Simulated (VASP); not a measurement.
Input:

```yaml
crystal:
  lattice:
    - [-1.68300, 1.68300, 1.68300]
    - [1.68300, -1.68300, 1.68300]
    - [1.68300, 1.68300, -1.68300]
  atoms:
    - { symbol: Nb, position: [0.00000, 0.00000, 0.00000] }
```

Calculation: PBE GGA, VASP's PBE PAW potentials (set 64) (plane waves; VASP). Run with 400 eV cut-off, 14×14×14 Γ-centred mesh, first-order Methfessel-Paxton smearing of 0.10 eV, potentials Nb_sv.

Question: What does the run give for the energy per atom (σ→0), pressure, band gap (on the k-mesh) with the smallest direct gap where there is one?

Answer: 
```
Property                                                     Value
------------------------  ----------------------------------------
band gap (on the k-mesh)  none (metal, semimetal or under 0.01 eV)
energy per atom (σ→0)                              -10186 meV/atom
pressure                                                 -8.25 GPa
```

The absolute energy has meaning only against runs of the same code, potentials and settings.

The compound is Nb in the bcc structure. The cell was not relaxed at this level.
